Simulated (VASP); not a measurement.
**Cs: transverse stress against strain**

Cs (bcc, Im-3m, 108.213 Å³/atom and stress up to 0.01 GPa in the relaxed cell, cube axes along x, y and z) under an equal strain ε along x and y, with z held. PBEsol in VASP (plane waves, PAW), 480 eV, 10×10×10 Γ-centred mesh, Methfessel-Paxton smearing 0.10 eV. Stress is positive for a compressed cell.

Here s stands for strain and y for stress zz.

```csv
strain (%),stress zz (GPa)
-3.00,?
-1.50,0.07
-1.00,0.05
-0.50,0.03
0.00,0.00
0.50,-0.02
1.00,-0.04
1.50,-0.06
```

Fit y of the 7 rows that show it with a straight line. Means: s 0, y 0.004. About the means, the sum of products is -0.31000 and the sum of squares of s is 7.0000; the slope is their ratio. Least squares gives y = 0.004 - 0.0443·s. Residuals (row less fit): 0.000, 0.002, 0.004, -0.004, -0.002, 0.000, 0.002; standard error 0.003 (degrees of freedom: 5). The slope gives the elastic constant 2C12 = about 4.4 GPa.

Problem. Estimate the missing y (s = -3.00); what did the run itself give?

Solution. y = 0.004 - 0.0443 × (-3.0) = 0.137 GPa. The calculation gives 0.15 GPa, 0.013 GPa above the prediction (6.2 % of the range of y in the table). The row lies outside the fitted rows, so this is an extrapolation. The scatter of the fitted rows lies at the last printed digit.

In a metal these values are sensitive to mesh and smearing; energies are taken to zero smearing, stresses follow the free energy. Rows are the converged runs of the series near zero and its far end, less any whose ions stayed unrelaxed beside relaxed ones; series whose fitted rows scatter by over a few per cent of the range, as at a crossing or softening among them, aren't shown in this form. Most that stay on the fit to the last digits aren't either.
